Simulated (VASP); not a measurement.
```
AgPd
1.0
    3.94820     0.00000     0.00000
    0.00000     3.94820     0.00000
    0.00000     0.00000     3.95791
Pd Ag
2 2
Cartesian
  3.94820   3.94820   0.00000
  1.97410   1.97410   0.00000
  1.97410   3.94820   1.97896
  3.94820   1.97410   1.97896
```

Calculation: PBEsol GGA, VASP's PBE PAW potentials (set 64) (plane waves; VASP). Numerical set-up: 400 eV cut-off, 9×9×9 Γ-centred mesh, tetrahedra with Blöchl corrections, potentials Pd Ag.

The cores are frozen, which limits the accuracy of field gradients.

**Question.** Give the principal components of the electric field gradient (V/Å²) and the asymmetry η at each nucleus.

**Answer.** 
```json
[
 {"atom": "Pd1", "Vxx": "14.0", "Vyy": "14.0", "Vzz": "-28.0", "η": "0.00"},
 {"atom": "Pd2", "Vxx": "14.0", "Vyy": "14.0", "Vzz": "-28.0", "η": "0.00"},
 {"atom": "Ag3", "Vxx": "6.4", "Vyy": "6.4", "Vzz": "-12.8", "η": "0.00"},
 {"atom": "Ag4", "Vxx": "6.4", "Vyy": "6.4", "Vzz": "-12.8", "η": "0.00"}
]
```

The structure was generated: Ag2Pd2 was put into an ordered model structure (P4/mmm), which need not be its known phase. It was relaxed first.
